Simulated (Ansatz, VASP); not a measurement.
# Two plane-wave programs on Nb3Tl

File INCAR:

```
SYSTEM = Nb3Tl
PREC = Accurate ; ENCUT = 520
EDIFF = 1E-7 ; ISMEAR = -1
SIGMA = 0.05 ; LREAL = .False.
LASPH = .True. ; NELM = 100
ALGO = Fast ; ISIF = 2
LWAVE = .False. ; LCHARG = .True.
GGA = PS ; LELF = .True.
LVHAR = .True. ; NBANDS = 62
```

KPOINTS

```
regular mesh
0
Gamma
  5 5 5
  0 0 0
```

File POSCAR:

```
Nb3Tl
1.0
    5.2970000000      0.0000000000      0.0000000000
    0.0000000000      5.2970000000      0.0000000000
    0.0000000000      0.0000000000      5.2970000000
Nb Tl
6 2
Direct
    0.2500000000      0.0000000000      0.5000000000
    0.5000000000      0.7500000000      0.0000000000
    0.7500000000      0.0000000000      0.5000000000
    0.5000000000      0.2500000000      0.0000000000
    0.0000000000      0.5000000000      0.7500000000
    0.0000000000      0.5000000000      0.2500000000
    0.0000000000      0.0000000000      0.0000000000
    0.5000000000      0.5000000000      0.5000000000
```

Input for Ansatz:

```yaml
crystal:
  lattice:
    - [5.297, 0.0, 0.0]
    - [0.0, 5.297, 0.0]
    - [0.0, 0.0, 5.297]
  atoms:
    - { symbol: Nb, position: [0.25, 0.0, 0.5] }
    - { symbol: Nb, position: [0.5, 0.75, 0.0] }
    - { symbol: Nb, position: [0.75, 0.0, 0.5] }
    - { symbol: Nb, position: [0.5, 0.25, 0.0] }
    - { symbol: Nb, position: [0.0, 0.5, 0.75] }
    - { symbol: Nb, position: [0.0, 0.5, 0.25] }
    - { symbol: Tl, position: [0.0, 0.0, 0.0] }
    - { symbol: Tl, position: [0.5, 0.5, 0.5] }
kpoints:
  mp_grid:
    grid: [5, 5, 5]
hamiltonian:
  xc: pbesol
scf:
  occupations:
    method: fermi_dirac
    width: 0.05
output:
  forces: true
  stress: true
  eigenvalues: true
```

Alike in both runs: task single point; functional PBEsol; k mesh 5 × 5 × 5; occupations fermi-dirac, width 0.05 eV; no spin polarisation.

|  | VASP | Ansatz |
| --- | --- | --- |
| version | VASP 6.6.1 | Ansatz 0.2.0 |
| potentials or method | VASP PAW PBE potentials, release 64 (Nb_sv, Tl_d) | plane waves, PAW |
| plane-wave cutoff (eV) | 520 | 420 |
| valence electrons in the cell | 104 | 104 |

Ansatz gave:

| Quantity | Value |
| --- | --- |
| gap on the k mesh at the Fermi level (eV) | none |
| pressure (GPa) | -1.4 |

Task: Estimate VASP's values.

Result: gap on the k mesh at the Fermi level (eV): none; pressure (GPa): -1.7.

A gap of «none» marks a metal or a gap that the smearing closes.

Caveats: the PAW data sets were made with another functional, which shifts forces and pressure a little (VASP). The runs have no spin-orbit coupling, so splittings on Tl are missing.
